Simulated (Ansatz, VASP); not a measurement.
# HfTeSe: VASP beside Ansatz

Wanted: the spread between two codes on one cell, functional and k mesh. The cell is taken from a series of runs on this material, whose earlier steps may have relaxed, scaled, displaced or heated it; both programs get it as it stands.

Calculated with Ansatz 0.2.0; plane waves, with VASP 6.6.1 beside it; PBEsol.

### 1. The starting structure

The cell holds 3 atoms: 1 Hf, 1 Se and 1 Te. Its edges and angles: a = 3.793 Å, b = 3.764 Å, c = 30.000 Å, α = 90.0°, β = 90.0°, γ = 120.2°. Vacuum lies along c.

### 2. VASP: zone-centre phonons, PBEsol

Second derivatives magnify differences that forces hide, and they need a tight electronic threshold.

Lines of VASP's logs that name or quote its potential files are left out, and so is its time.

Input file INCAR:

```
SYSTEM = HfTeSe
PREC = Accurate
ENCUT = 500
EDIFF = 1E-08
NELM = 120
ISMEAR = 1
SIGMA = 0.2
LREAL = .FALSE.
ALGO = Normal
GGA = PS
NBANDS = 17
LASPH = .TRUE.
LORBIT = 11
LWAVE = .FALSE.
LCHARG = .FALSE.
ISIF = 2
IBRION = 8
GGA_COMPAT = .FALSE.
NELMDL = -8
KPAR = 2
```

Input file POSCAR:

```
HfTeSe
1.0
    3.7926951833      0.0000000000      0.0000000000
   -1.8963475917      3.2517246738      0.0000000000
    0.0000000000      0.0000000000     30.0000000000
Hf Se Te
1 1 1
Direct
    0.9998822755      0.9997645510      0.3364619244
    0.3343688329      0.6687376658      0.3861878634
    0.6657488917      0.3314977833      0.2740168789
```

Input file KPOINTS:

```
Automatic mesh
0
Gamma
12 12 1
0 0 0
```

The projector-augmented-wave data sets are Hf_pv, Se and Te (PBE family, release 64).

Run with:

```
$ mpirun -np 2 vasp_std
```

Numbers of over 12 decimals in the logs are rounded to 6 here.

The log of the run:

```text
[banner, memory and clock lines left out]
running    2 mpi-ranks, on    1 nodes
 distrk:  each k-point on    1 cores,    2 groups
 distr:  one band on    1 cores,    1 groups

 POSCAR found type information on POSCAR HfSeTe
 POSCAR found :  3 types and       3 ions
|                                                                             |
|               ----> ADVICE to this user running VASP <----                  |
|                                                                             |
|     You enforced a specific xc type in the INCAR file but a different       |
|     [... a line on the potential file left out ...]
|     I HOPE YOU KNOW WHAT YOU ARE DOING!                                     |
|                                                                             |

 LDA part: xc-table for (Slater+PW92), standard interpolation
 POSCAR, INCAR and KPOINTS ok, starting setup
 FFT: planning ... GRIDC
 FFT: planning ... GRID_SOFT
 FFT: planning ... GRID
 WAVECAR not read
 entering main loop
       N       E                     dE             d eps       ncg     rms          rms(c)
DAV:   1     0.101246596151E+03    0.10125E+03   -0.87299E+03  1814   0.873E+02
DAV:   2    -0.106874338701E+02   -0.11193E+03   -0.10988E+03  1974   0.155E+02
DAV:   3    -0.218776437430E+02   -0.11190E+02   -0.11136E+02  2112   0.490E+01
DAV:   4    -0.220846488207E+02   -0.20701E+00   -0.20673E+00  2386   0.791E+00
DAV:   5    -0.220868095236E+02   -0.21607E-02   -0.21601E-02  2163   0.702E-01
DAV:   6    -0.220868573435E+02   -0.47820E-04   -0.47818E-04  2380   0.868E-02
DAV:   7    -0.220868579606E+02   -0.61710E-06   -0.61668E-06  2227   0.960E-03
DAV:   8    -0.220868579772E+02   -0.16595E-07   -0.16449E-07  2356   0.126E-03    0.468E+01
DAV:   9    -0.211385804118E+02    0.94828E+00   -0.29758E+00  1637   0.769E+00    0.328E+01
DAV:  10    -0.210892365581E+02    0.49344E-01   -0.18933E+00  1968   0.692E+00    0.897E+00
DAV:  11    -0.210051322874E+02    0.84104E-01   -0.48564E-01  1860   0.336E+00    0.126E+00
DAV:  12    -0.210024372887E+02    0.26950E-02   -0.41561E-02  1912   0.103E+00    0.865E-01
DAV:  13    -0.210017727559E+02    0.66453E-03   -0.44107E-03  1926   0.356E-01    0.151E-01
DAV:  14    -0.210016616661E+02    0.11109E-03   -0.38011E-04  2071   0.965E-02    0.689E-02
[...]
DAV:  24    -0.210024048274E+02   -0.61605E-05   -0.17590E-07  1854   0.965E-04    0.417E-04
DAV:  25    -0.210024074241E+02   -0.25967E-05   -0.34416E-08  1785   0.422E-04    0.150E-04
DAV:  26    -0.210024090851E+02   -0.16610E-05   -0.23155E-08  1588   0.360E-04    0.967E-05
DAV:  27    -0.210024096824E+02   -0.59729E-06   -0.70461E-09  1609   0.208E-04    0.472E-05
DAV:  28    -0.210024098014E+02   -0.11904E-06    0.19680E-10  1730   0.675E-05    0.185E-05
DAV:  29    -0.210024098438E+02   -0.42365E-07    0.62207E-10  1425   0.396E-05    0.976E-06
DAV:  30    -0.210024098592E+02   -0.15368E-07    0.73985E-10  1325   0.203E-05    0.583E-06
DAV:  31    -0.210024098625E+02   -0.33658E-08    0.76195E-10  1271   0.110E-05
   1 F= -.21002410E+02 E0= -.21001098E+02  d E =-.393691E-02
 Linear response reoptimize wavefunctions to high precision
DAV:   1    -0.210024098645E+02   -0.20095E-08    0.77463E-10  1455   0.685E-06
DAV:   2    -0.210024098645E+02    0.40018E-10    0.77670E-10   956   0.215E-06
 Linear response DOF=           9
 Linear response progress:
  Degree of freedom:   1/  9
       N       E                     dE             d eps       ncg     rms          rms(c)
RMM:   1    -0.215762637704E+00   -0.21576E+00    0.44653E+00  2702   0.131E+01
RMM:   2    -0.223064508039E+00   -0.73019E-02   -0.40517E-02  3830   0.127E+00    0.513E-01
RMM:   3    -0.222707552676E+00    0.35696E-03   -0.20794E-03  5494   0.215E-01    0.178E-01
RMM:   4    -0.222385453603E+00    0.32210E-03   -0.19248E-04  5453   0.692E-02    0.135E-01
RMM:   5    -0.222037285223E+00    0.34817E-03   -0.42346E-05  5280   0.413E-02    0.115E-02
RMM:   6    -0.222009471351E+00    0.27814E-04   -0.33747E-06  5868   0.114E-02    0.532E-03
[...]
RMM:  15    -0.270441840774E+00   -0.31587E-07    0.61744E-07  3204   0.141E-04    0.298E-05
RMM:  16    -0.270441799327E+00    0.41447E-07    0.32751E-07  3270   0.960E-05    0.287E-05
RMM:  17    -0.270441759619E+00    0.39708E-07    0.14744E-07  3135   0.917E-05    0.150E-05
RMM:  18    -0.270441760474E+00   -0.85551E-09    0.64252E-08  3307   0.491E-05    0.105E-05
 first order change of Fermi-energy   0.16112E+01
 force on displaced ion       1 direction 3 :   0.000  -0.177 -15.001
 Linear response progress:
  Degree of freedom:   4/  9
       N       E                     dE             d eps       ncg     rms          rms(c)
RMM:   1    -0.794850281452E-01   -0.79485E-01    0.88577E-02  6250   0.142E+00
RMM:   2    -0.800958218509E-01   -0.61079E-03   -0.28292E-03  4520   0.253E-01    0.386E-01
RMM:   3    -0.802961228560E-01   -0.20030E-03   -0.39329E-04  4519   0.940E-02    0.247E-01
RMM:   4    -0.807941024425E-01   -0.49798E-03   -0.25192E-04  4326   0.769E-02    0.298E-02
RMM:   5    -0.806447096222E-01    0.14939E-03   -0.22915E-05  4379   0.229E-02    0.175E-02
RMM:   6    -0.806317627282E-01    0.12947E-04   -0.31616E-06  4899   0.787E-03    0.633E-03
RMM:   7    -0.806463816637E-01   -0.14619E-04   -0.60439E-07  4440   0.351E-03    0.239E-03
[...]
RMM:   1    -0.116736879559E+00   -0.11674E+00    0.94419E-02  3596   0.139E+00
RMM:   2    -0.116613642439E+00    0.12324E-03   -0.22582E-03  2634   0.218E-01    0.412E-01
RMM:   3    -0.116480209507E+00    0.13343E-03   -0.46292E-04  2643   0.939E-02    0.260E-01
RMM:   4    -0.116594331458E+00   -0.11412E-03   -0.14658E-04  2656   0.495E-02    0.188E-02
RMM:   5    -0.116553548248E+00    0.40783E-04   -0.86242E-06  2565   0.123E-02    0.131E-02
RMM:   6    -0.116530558216E+00    0.22990E-04   -0.14576E-06  2659   0.500E-03    0.680E-03
RMM:   7    -0.116524009941E+00    0.65483E-05   -0.32577E-07  2700   0.232E-03    0.159E-03
RMM:   8    -0.116530434123E+00   -0.64242E-05   -0.83564E-08  2573   0.110E-03    0.122E-03
RMM:   9    -0.116530655729E+00   -0.22161E-06   -0.41374E-08  2727   0.658E-04    0.674E-04
RMM:  10    -0.116529344788E+00    0.13109E-05   -0.51378E-09  2414   0.293E-04    0.177E-04
RMM:  11    -0.116529258126E+00    0.86662E-07   -0.68075E-09  2756   0.210E-04    0.146E-04
RMM:  12    -0.116529334836E+00   -0.76710E-07   -0.21814E-09  2796   0.921E-05    0.115E-04
RMM:  13    -0.116529498702E+00   -0.16387E-06   -0.68413E-09  2873   0.156E-04    0.678E-05
RMM:  14    -0.116529488235E+00    0.10468E-07   -0.17276E-12  2819   0.444E-05    0.509E-05
RMM:  15    -0.116529566266E+00   -0.78031E-07   -0.67206E-10  2881   0.557E-05    0.206E-05
RMM:  16    -0.116529623567E+00   -0.57300E-07    0.20140E-09  2790   0.222E-05    0.152E-05
RMM:  17    -0.116529663688E+00   -0.40121E-07    0.10340E-08  2815   0.279E-05    0.106E-05
RMM:  18    -0.116529656616E+00    0.70715E-08    0.12937E-08  2747   0.160E-05    0.722E-06
 first order change of Fermi-energy  -0.81753E+00
 force on displaced ion       2 direction 3 :   0.000  -0.081  -8.600
 Linear response progress:
  Degree of freedom:   7/  9
       N       E                     dE             d eps       ncg     rms          rms(c)
RMM:   1    -0.412379593314E-01   -0.41238E-01    0.34339E-02  6197   0.909E-01
RMM:   2    -0.421805409267E-01   -0.94258E-03   -0.17000E-03  4687   0.199E-01    0.247E-01
RMM:   3    -0.422721212146E-01   -0.91580E-04   -0.20092E-04  4461   0.704E-02    0.155E-01
RMM:   4    -0.424705625549E-01   -0.19844E-03   -0.74317E-05  4362   0.456E-02    0.102E-02
RMM:   5    -0.424445120335E-01    0.26051E-04   -0.45339E-06  4634   0.115E-02    0.613E-03
RMM:   6    -0.424307398972E-01    0.13772E-04   -0.79733E-07  4595   0.481E-03    0.220E-03
RMM:   7    -0.424320956282E-01   -0.13557E-05   -0.65883E-08  4806   0.143E-03    0.152E-03
RMM:   8    -0.424303904023E-01    0.17052E-05   -0.28915E-09  4582   0.550E-04    0.568E-04
RMM:   9    -0.424306520280E-01   -0.26163E-06   -0.57431E-09  4940   0.197E-04    0.264E-04
RMM:  10    -0.424306907312E-01   -0.38703E-07    0.12367E-09  4908   0.713E-05    0.941E-05
RMM:  11    -0.424306782344E-01    0.12497E-07    0.14111E-08  5006   0.249E-05    0.204E-05
RMM:  12    -0.424306595401E-01    0.18694E-07    0.42132E-09  4978   0.118E-05    0.102E-05
RMM:  13    -0.424306505099E-01    0.90302E-08   -0.11000E-08  4618   0.907E-06    0.112E-06
 first order change of Fermi-energy  -0.65027E-03
 force on displaced ion       3 direction 1 :  -2.859  -0.001   0.000
 Linear response progress:
  Degree of freedom:   8/  9
       N       E                     dE             d eps       ncg     rms          rms(c)
RMM:   1    -0.409923912136E-01   -0.40992E-01    0.33651E-02  3584   0.906E-01
RMM:   2    -0.419500764255E-01   -0.95769E-03   -0.16952E-03  2735   0.198E-01    0.247E-01
RMM:   3    -0.420417754799E-01   -0.91699E-04   -0.18152E-04  2574   0.683E-02    0.153E-01
RMM:   4    -0.422362312127E-01   -0.19446E-03   -0.74139E-05  2519   0.452E-02    0.100E-02
RMM:   5    -0.422104761842E-01    0.25755E-04   -0.44469E-06  2685   0.115E-02    0.608E-03
RMM:   6    -0.421972146633E-01    0.13262E-04   -0.75608E-07  2650   0.469E-03    0.228E-03
RMM:   7    -0.421983972455E-01   -0.11826E-05   -0.69353E-08  2778   0.140E-03    0.152E-03
RMM:   8    -0.421966578076E-01    0.17394E-05   -0.95275E-09  2638   0.545E-04    0.535E-04
RMM:   9    -0.421969578929E-01   -0.30009E-06    0.16599E-09  2839   0.194E-04    0.274E-04
RMM:  10    -0.421970057541E-01   -0.47861E-07    0.16133E-09  2795   0.750E-05    0.872E-05
RMM:  11    -0.421969706346E-01    0.35120E-07    0.26406E-08  2928   0.238E-05    0.189E-05
RMM:  12    -0.421969478850E-01    0.22750E-07    0.44963E-09  2797   0.125E-05    0.125E-05
RMM:  13    -0.421969405039E-01    0.73811E-08   -0.36030E-09  2645   0.930E-06    0.170E-06
 first order change of Fermi-energy   0.12309E-01
 force on displaced ion       3 direction 2 :   0.000  -2.819  -0.064
 Linear response progress:
  Degree of freedom:   9/  9
       N       E                     dE             d eps       ncg     rms          rms(c)
RMM:   1    -0.801214190001E-01   -0.80121E-01    0.60129E-02  3508   0.977E-01
RMM:   2    -0.804506995043E-01   -0.32928E-03   -0.24911E-03  2778   0.241E-01    0.509E-01
RMM:   3    -0.803743298742E-01    0.76370E-04   -0.28997E-04  2519   0.856E-02    0.304E-01
RMM:   4    -0.804741569865E-01   -0.99827E-04   -0.10527E-04  2505   0.456E-02    0.525E-02
RMM:   5    -0.804479703068E-01    0.26187E-04   -0.18260E-05  2491   0.197E-02    0.132E-02
RMM:   6    -0.804399142950E-01    0.80560E-05   -0.15748E-06  2576   0.630E-03    0.805E-03
RMM:   7    -0.804306555442E-01    0.92588E-05   -0.62253E-07  2727   0.340E-03    0.270E-03
RMM:   8    -0.804351872965E-01   -0.45318E-05   -0.67049E-08  2593   0.129E-03    0.201E-03
RMM:   9    -0.804364884309E-01   -0.13011E-05   -0.75707E-09  2794   0.472E-04    0.130E-03
RMM:  10    -0.804369773155E-01   -0.48888E-06   -0.89482E-09  2609   0.306E-04    0.414E-04
RMM:  11    -0.804382754380E-01   -0.12981E-05   -0.12814E-08  2577   0.223E-04    0.159E-04
RMM:  12    -0.804388408247E-01   -0.56539E-06   -0.12423E-08  2817   0.183E-04    0.181E-04
RMM:  13    -0.804395568246E-01   -0.71600E-06   -0.20192E-08  2832   0.234E-04    0.419E-05
RMM:  14    -0.804396850198E-01   -0.12820E-06   -0.17435E-09  2853   0.706E-05    0.324E-05
RMM:  15    -0.804397771494E-01   -0.92130E-07   -0.44476E-09  2867   0.595E-05    0.128E-05
RMM:  16    -0.804397384808E-01    0.38669E-07    0.14371E-09  2903   0.456E-05    0.356E-05
RMM:  17    -0.804397319124E-01    0.65684E-08   -0.15274E-08  2717   0.252E-05    0.112E-05
 first order change of Fermi-energy  -0.79369E+00
 force on displaced ion       3 direction 3 :   0.000  -0.074  -8.711
 Linear response finished
```

OUTCAR, selected parts (step 2):

```text
ion  position               nearest neighbor table
   1  1.000  1.000  0.336-   2 2.64   2 2.64   2 2.64   3 2.87   3 2.88   3 2.88
   2  0.334  0.669  0.386-   1 2.64   1 2.64   1 2.64
   3  0.666  0.331  0.274-   1 2.87   1 2.88   1 2.88

  LATTYP: Found a base centered orthorhombic cell.
 ALAT       =     3.7926951833
 B/A-ratio  =     1.7147302995
 C/A-ratio  =     7.9099422838

 Subroutine GETGRP returns: Found  2 space group operations
 (whereof  2 operations were pure point group operations)

The static configuration has the point symmetry C_1h.

 Found     43 irreducible k-points:

   k-points           NKPTS =     43   k-points in BZ     NKDIM =     43   number of bands    NBANDS=     17

   dimension x,y,z NGX =    28 NGY =   28 NGZ =  224
   dimension x,y,z NGXF=    56 NGYF=   56 NGZF=  448

   ENCUT  =  500.0 eV  36.75 Ry    6.06 a.u.   6.91  6.86 54.70*2*pi/ulx,y,z

   NELECT =      22.0000    total number of electrons

 k-points in reciprocal lattice and weights: Automatic mesh
   0.00000000  0.00000000  0.00000000       0.007
   0.08333333  0.00000000  0.00000000       0.028
   0.16666667  0.00000000  0.00000000       0.028
   0.25000000  0.00000000  0.00000000       0.028
   0.33333333  0.00000000  0.00000000       0.028
   0.41666667  0.00000000  0.00000000       0.028
   0.50000000  0.00000000  0.00000000       0.014
   0.00000000  0.08333333  0.00000000       0.014
   0.08333333  0.08333333  0.00000000       0.028
[...]
0.16666667  0.41666667  0.00000000       0.014
   0.00000000  0.50000000  0.00000000       0.007

 average (electrostatic) potential at core
       1 -45.6571       2 -60.8331       3 -96.4440

  Total       -0.0165405      0.3049407     -0.0671068     -0.0000000     -0.0009745      0.0000000
  in kB       -0.0716271      1.3205139     -0.2905991     -0.0000000     -0.0042201      0.0000000
  external PRESSURE =       0.3194292 kB  Pullay stress =       0.0000000 kB

  energy-cutoff  :      500.00
  volume of cell :      369.98
      direct lattice vectors                 reciprocal lattice vectors
     3.792695183  0.000000000  0.000000000     0.263664743  0.153764556  0.000000000
    -1.896347592  3.251724674  0.000000000     0.000000000  0.307529112  0.000000000
     0.000000000  0.000000000 30.000000000     0.000000000  0.000000000  0.033333333

 POSITION                                       TOTAL-FORCE (eV/Angst)
 -----------------------------------------------------------------------------------
      1.89635      3.25096     10.09386         0.000000     -0.000552      0.016153
     -0.00000      2.17455     11.58564         0.000000     -0.000040     -0.026916
      1.89635      1.07794      8.22051        -0.000000      0.000592      0.010763
 -----------------------------------------------------------------------------------
    total drift:                               -0.000000      0.000176     -0.000089

 Eigenvectors and eigenvalues of the dynamical matrix
 ----------------------------------------------------

   1 f  =    6.385063 THz    40.118533 2PiTHz  212.982769 cm-1    26.406486 meV
             X         Y         Z           dx          dy          dz
      1.896348  3.250959 10.093858     0.000000   -0.012313   -0.679256
     -0.000000  2.174551 11.585636    -0.000000    0.015130    0.683975
      1.896348  1.077940  8.220506    -0.000000    0.002844    0.265330

   2 f  =    4.804998 THz    30.190691 2PiTHz  160.277473 cm-1    19.871865 meV
             X         Y         Z           dx          dy          dz
      1.896348  3.250959 10.093858     0.000000    0.000018    0.273558
     -0.000000  2.174551 11.585636    -0.000000    0.012913    0.571486
      1.896348  1.077940  8.220506     0.000000   -0.009882   -0.773502

   3 f  =    4.284740 THz    26.921814 2PiTHz  142.923534 cm-1    17.720252 meV
             X         Y         Z           dx          dy          dz
      1.896348  3.250959 10.093858     0.425598   -0.000000    0.000000
     -0.000000  2.174551 11.585636    -0.884250    0.000000   -0.000000
      1.896348  1.077940  8.220506     0.192274   -0.000000    0.000000

   4 f  =    4.266791 THz    26.809036 2PiTHz  142.324814 cm-1    17.646020 meV
             X         Y         Z           dx          dy          dz
      1.896348  3.250959 10.093858    -0.000000   -0.415363    0.008472
     -0.000000  2.174551 11.585636     0.000000    0.885724   -0.019987
      1.896348  1.077940  8.220506    -0.000000   -0.206069    0.005639

   5 f  =    2.754689 THz    17.308221 2PiTHz   91.886531 cm-1    11.392473 meV
             X         Y         Z           dx          dy          dz
      1.896348  3.250959 10.093858     0.595727   -0.000000    0.000000
     -0.000000  2.174551 11.585636     0.113845   -0.000000   -0.000000
      1.896348  1.077940  8.220506    -0.795078    0.000000   -0.000000

   6 f  =    2.717760 THz    17.076187 2PiTHz   90.654700 cm-1    11.239745 meV
             X         Y         Z           dx          dy          dz
      1.896348  3.250959 10.093858     0.000000    0.603369   -0.008096
     -0.000000  2.174551 11.585636     0.000000    0.098899    0.000364
      1.896348  1.077940  8.220506    -0.000000   -0.791211    0.009178

   7 f/i=    0.001026 THz     0.006444 2PiTHz    0.034210 cm-1     0.004241 meV
             X         Y         Z           dx          dy          dz
      1.896348  3.250959 10.093858     0.000000    0.217197    0.645328
     -0.000000  2.174551 11.585636     0.000000    0.144618    0.429237
      1.896348  1.077940  8.220506     0.000000    0.183630    0.545434

   8 f/i=    0.001503 THz     0.009444 2PiTHz    0.050136 cm-1     0.006216 meV
             X         Y         Z           dx          dy          dz
      1.896348  3.250959 10.093858     0.681158   -0.000000   -0.000000
     -0.000000  2.174551 11.585636     0.452926   -0.000000   -0.000000
      1.896348  1.077940  8.220506     0.575223   -0.000000   -0.000000

   9 f/i=    0.001870 THz     0.011747 2PiTHz    0.062361 cm-1     0.007732 meV
             X         Y         Z           dx          dy          dz
      1.896348  3.250959 10.093858    -0.000000    0.645053   -0.217234
     -0.000000  2.174551 11.585636    -0.000000    0.429421   -0.144699
      1.896348  1.077940  8.220506    -0.000000    0.545614   -0.183522

 ELASTIC MODULI CONTR FROM IONIC RELAXATION (kBar)
 Direction    XX          YY          ZZ          XY          YZ          ZX
 --------------------------------------------------------------------------------
 XX         -98.5260    -61.2954   -138.8049      0.0000     47.2191     -0.0000
 YY         -61.2954   -101.3225   -140.2237      0.0000    -51.0297      0.0000
 ZZ        -138.8049   -140.2237   -243.8044      0.0000     -1.6437      0.0000
 XY           0.0000      0.0000      0.0000    -21.4874      0.0000     49.7096
 YZ          47.2191    -51.0297     -1.6437      0.0000   -131.2932      0.0000
 ZX          -0.0000      0.0000      0.0000     49.7096      0.0000   -116.4683
 --------------------------------------------------------------------------------
```

(Part 1 of 2 ends here.)

[Lines on the potential files, build, host, timing and source positions are cut from VASP's logs without a mark.]

[Logs are printed without paths, hosts, clocks, repeated set-up lines and the standing remarks that a program may print on its own settings, such as how far it seeks lower states.]

[Hosts, paths, dates, database ids (printed as entryN), source tags and the programs' standing remarks are cut or masked in the printed files.]
